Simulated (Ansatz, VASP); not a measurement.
Given: the input of a run of Ansatz 0.2.0 on CsSi2. The cell comes from a database or a generator and needn't be the stable form of this composition.

input.yaml

```yaml
crystal:
  lattice:
    - [6.37157, 0.0, 0.0]
    - [-3.18578, 5.51794, 0.0]
    - [0.0, 0.0, 4.47866]
  atoms:
    - { symbol: Cs, position: [0.0, 0.0, 0.0] }
    - { symbol: Si, position: [0.66667, 0.33333, 0.25039] }
    - { symbol: Si, position: [0.66667, 0.33333, 0.74961] }
hamiltonian:
  xc: revpbe
  pseudopotentials: { kind: paw }
kpoints:
  mp_grid: { grid: [5, 5, 6] }
scf:
  occupations: { method: fermi_dirac, width: 0.05 }
output:
  forces: true
  stress: true
  eigenvalues: true
  write_density: true
  write_potential: true
  elf: true
  volumetric_format: npy
relax:
  f_tol: 0.01
  max_steps: 40
  cell: { stress_tol: 0.05 }
```

Potentials or basis: Ansatz PAW.

Run with:

```console
$ ansatz run input.yaml --threads 2 --pin off --max-ram 5632MiB --backend cpu --events-out ev --progress --plain --runs-dir out
```

Q: Set up the same calculation for VASP 6.6.1. Potentials or basis there: PBE PAW files Cs_sv, Si, 600 eV.

A: As run (cutoffs and basis follow the program's own potentials, and thresholds, step limits or extra output files can differ):

INCAR

```
SYSTEM = CsSi2
PREC     = Accurate       ! precision mode
ENCUT    = 600            ! plane-wave cutoff, eV
EDIFF    = 1E-6           ! SCF threshold, eV
ISMEAR   = -1             ! smearing method
SIGMA    = 0.05           ! smearing width, eV
LREAL    = .FALSE.        ! projectors in reciprocal space
LASPH    = .TRUE.         ! aspherical terms in the spheres
NELM     = 100            ! most SCF steps
ALGO     = Fast           ! electronic algorithm
ISIF     = 3              ! what is computed and relaxed
LWAVE    = .FALSE.        ! write WAVECAR
LCHARG   = .FALSE.        ! write CHGCAR
GGA      = RE             ! functional
IBRION   = 2              ! ionic algorithm
NSW      = 40             ! ionic steps
EDIFFG   = -0.005         ! ionic threshold
```

File KPOINTS:

```
regular mesh
0
G
  5 5 6
  0 0 0
```

File POSCAR:

```
CsSi2
1.0
    6.3715700000      0.0000000000      0.0000000000
   -3.1857800000      5.5179400000      0.0000000000
    0.0000000000      0.0000000000      4.4786600000
Cs Si
1 2
Direct
    0.0000000000      0.0000000000      0.0000000000
    0.6666700000      0.3333300000      0.2503900000
    0.6666700000      0.3333300000      0.7496100000
```

Potentials or basis: VASP PAW PBE potentials, release 64 (Cs_sv, Si).

Launch:

```sh
$ cat potpaw_PBE.64/Cs_sv/POTCAR potpaw_PBE.64/Si/POTCAR > POTCAR
$ mpirun -np 1 vasp_std > vasp.out
```

Both were run:

|  | Ansatz | VASP |
| --- | --- | --- |
| Relaxed volume | 53.74 Å³/atom | 53.72 Å³/atom |
| Relaxed cell | a = 6.517 Å, b = 6.517 Å, c = 4.384 Å, α = 90.00°, β = 90.00°, γ = 120.00° | a = 6.517 Å, b = 6.517 Å, c = 4.381 Å, α = 90.00°, β = 90.00°, γ = 120.00° |
| Space group after relaxing | P-6m2 (No. 187) | P-6m2 (No. 187) |
| Pressure after relaxing | 0.0 GPa | 0.0 GPa |

Ansatz's pressure holds a Pulay term of +0.00 GPa for its cutoff of 420 eV, which the other run lacks.

Ansatz's potentials were made for PBE. VASP's potentials were made for PBE.

Where Ansatz's input types no cutoff or centring, it takes its own default and a Γ-centred mesh.

Pressure is positive in compression.
